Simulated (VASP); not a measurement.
Input:

```
Cr3Y
1.0
    0.00000     3.59898     3.59898
    3.59898     0.00000     3.59898
    3.59898     3.59898     0.00000
Y Cr
1 3
Cartesian
  0.00000   0.00000   0.00000
  3.59898   3.59898   3.59898
  1.79949   1.79949   1.79949
  5.39848   5.39848   5.39848
```
Starting moments (μB, in the order of the record's atoms Y Cr Cr Cr): 0.0 3.0 3.0 3.0.

Method: PBE GGA, VASP's PBE PAW potentials (set 64) (plane waves; VASP). Settings: 300 eV cut-off, 4×4×4 Γ-centred mesh, Gaussian smearing of 0.050 eV, potentials Y_sv Cr_pv.

At this cut-off the stress carries a Pulay error, which pulls relaxed volumes low. The moments were started parallel, and other spin orders were not tried in this run.

Question: What does the run give for the cell moment, energy per atom (σ→0), pressure, band gap (on the k-mesh) with the smallest direct gap where there is one?

Answer: 
```
Item                                                         Value
------------------------  ----------------------------------------
band gap (on the k-mesh)  none (metal, semimetal or under 0.01 eV)
cell moment                                                3.99 μB
energy per atom (σ→0)                               -8.022 eV/atom
pressure                                                -10.99 GPa
```

Question: Give the moment on each site (PAW-sphere projection).

Answer: 
```
site  moment (μB)
----  -----------
Y1           0.20
Cr2         -3.67
Cr3          3.60
Cr4          3.60
```

The structure was generated: YCr3 was put into an ordered model structure, which need not be its known phase. The cell was not relaxed at this level. The k-mesh is coarse (spacing up to 0.38 per Å, 2π included), so the numbers may not be converged in it.
